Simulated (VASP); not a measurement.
Input for VASP

**KPOINTS**
```
K-points
0
Gamma
  6 6 6
```

POSCAR:
```
TlCl
1.0
  3.8400000000   0.0000000000   0.0000000000
  0.0000000000   3.8400000000   0.0000000000
  0.0000000000   0.0000000000   3.8400000000
Tl Cl
1 1
Direct
  0.0000000000   0.0000000000   0.0000000000
  0.5000000000   0.5000000000   0.5000000000
```

INCAR:
```
SYSTEM = TlCl
PREC = Accurate
ENCUT = 520
EDIFF = 1E-6
NELM = 100
ALGO = Normal
LREAL = .FALSE.
LASPH = .TRUE.
ISMEAR = 0
SIGMA = 0.05
GGA = MK
PARAM1 = 0.1234568
PARAM2 = 0.7114
ZAB_VDW = -1.8867
LUSE_VDW = .TRUE.
AGGAC = 0.0
LMAXMIX = 4
LWAVE = .FALSE.
LCHARG = .FALSE.
IBRION = 2
ISIF = 3
NSW = 60
EDIFFG = -0.01
```

POTCAR, in this order: Tl_d Cl (PBE.64 set). Program: vasp_std.

Problem. Write an equivalent input for Quantum ESPRESSO's pw.x.

Solution. One equivalent input (not run):
```
&CONTROL
  calculation = 'vc-relax'
  pseudo_dir = './pseudo'
  outdir = './out'
  tprnfor = .true.
  tstress = .true.
  nstep = 60
  forc_conv_thr = 0.00039
/
&SYSTEM
  ibrav = 0
  nat = 2
  ntyp = 2
  ecutwfc = 60.3
  occupations = 'smearing'
  smearing = 'gaussian'
  degauss = 0.003675
  input_dft = 'vdw-df2-b86r'
/
&ELECTRONS
  conv_thr = 7.3e-08
  electron_maxstep = 100
/
&IONS
/
&CELL
/
ATOMIC_SPECIES
  Tl 204.380 Tl.upf
  Cl 35.450 Cl.upf
CELL_PARAMETERS angstrom
     3.8400000    0.0000000    0.0000000
     0.0000000    3.8400000    0.0000000
     0.0000000    0.0000000    3.8400000
ATOMIC_POSITIONS crystal
  Tl   0.0000000  0.0000000  0.0000000
  Cl   0.5000000  0.5000000  0.5000000
K_POINTS automatic
  6 6 6 0 0 0
```
The two are equivalent in intent, not identical: the potentials are each code's own (VASP's PAW set, PseudoDojo norm-conserving files in pw.x), so ENCUT and ecutwfc are chosen apart and not converted; conv_thr bounds pw.x's estimated SCF error, while EDIFF bounds the energy change between steps; forc_conv_thr acts on force components and is met together with etot_conv_thr.

The compound is TlCl in the CsCl type structure. This run relaxes it. Symmetry was kept, so distortions that lower it aren't found.
